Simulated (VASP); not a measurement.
Level of theory: PBE GGA, VASP's PBE PAW potentials (set 64) (plane waves; VASP).

Input for VASP

**POSCAR**
```
TiAl
1.0
  2.8300000000   0.0000000000   0.0000000000
  0.0000000000   2.8300000000   0.0000000000
  0.0000000000   0.0000000000   4.0700000000
Ti Al
1 1
Cart
  0.0000000000   0.0000000000   0.0000000000
  1.4150000000   1.4150000000   2.0350000000
```

INCAR:
```
LASPH=.TRUE.   ! aspherical one-centre terms
SYSTEM=TiAl
NELM=100
GGA=PE
PREC=Accurate
ENCUT=400
LWAVE=.FALSE.
EDIFF=1E-6   ! SCF stop (eV)
LREAL=.FALSE.
LCHARG=.FALSE.
ALGO=Normal   ! blocked Davidson
SIGMA=0.1   ! width (eV)
ISIF=2
ISMEAR=1
LMAXMIX=4   ! l cut-off of mixed one-centre charges
```

### KPOINTS
```
Automatic mesh
0
Gamma
 10 10 7
0 0 0
```

POTCAR, in this order: Ti_sv Al (PBE.64 set). Program: vasp_std.

Q: Estimate the energy per atom (σ→0), band gap (on the k-mesh).

A: 
```
Property                                                     Value
------------------------  ----------------------------------------
energy per atom (σ→0)                               -6.192 eV/atom
band gap (on the k-mesh)  none (metal, semimetal or under 0.01 eV)
```

OSZICAR:
```
...
DAV:   7    -0.124013614968E+02    0.15708E+00   -0.12944E+00  2142   0.120E+01    0.189E+00
DAV:   8    -0.123883277505E+02    0.13034E-01   -0.16779E-01  2099   0.443E+00    0.542E-01
DAV:   9    -0.123849021619E+02    0.34256E-02   -0.21832E-02  2084   0.193E+00    0.241E-01
DAV:  10    -0.123853255895E+02   -0.42343E-03   -0.15049E-03  2684   0.449E-01    0.574E-02
DAV:  11    -0.123852644666E+02    0.61123E-04   -0.25599E-04  2086   0.191E-01    0.368E-02
DAV:  12    -0.123852689445E+02   -0.44779E-05   -0.21846E-05  2353   0.571E-02    0.887E-03
DAV:  13    -0.123852687978E+02    0.14672E-06   -0.93464E-07  1601   0.818E-03
   1 F= -.12385269E+02 E0= -.12384426E+02  d E =-.252948E-02
```

The compound is TiAl in the L1_0 structure. The cell was not relaxed at this level. The electron count is odd and the run is not spin-polarised, which forces a metal.
